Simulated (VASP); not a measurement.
Given:

```xyz
2
Lattice="0.0000 3.3368 3.3368 3.3368 0.0000 3.3368 3.3368 3.3368 0.0000" Properties=species:S:1:pos:R:3 pbc="T T T"
Hg     0.0000     0.0000     0.0000
Te     1.6684     1.6684     1.6684
```

Method: vdW-DF-cx, VASP's PBE PAW potentials (set 64) (plane waves; VASP 6.6.1). Run with 520 eV cut-off, 10×10×10 Γ-centred mesh, first-order Methfessel-Paxton smearing of 0.10 eV, potentials Hg Te.

Unless said otherwise, spin-orbit coupling is left out, though it shifts the bands of the heavy elements here.

Q: Estimate the energy per atom (σ→0), pressure, band gap (on the k-mesh) with the smallest direct gap where there is one.

A: 
```json
{
  "band gap (on the k-mesh)": "none (metal, semimetal or under 0.01 eV)",
  "energy per atom (σ→0)": "0.461 eV/atom",
  "pressure": "-2.05 GPa"
}
```

The compound is HgTe in the zinc blende structure. This cell is one point of a volume scan, at 1.06 of the reference volume.
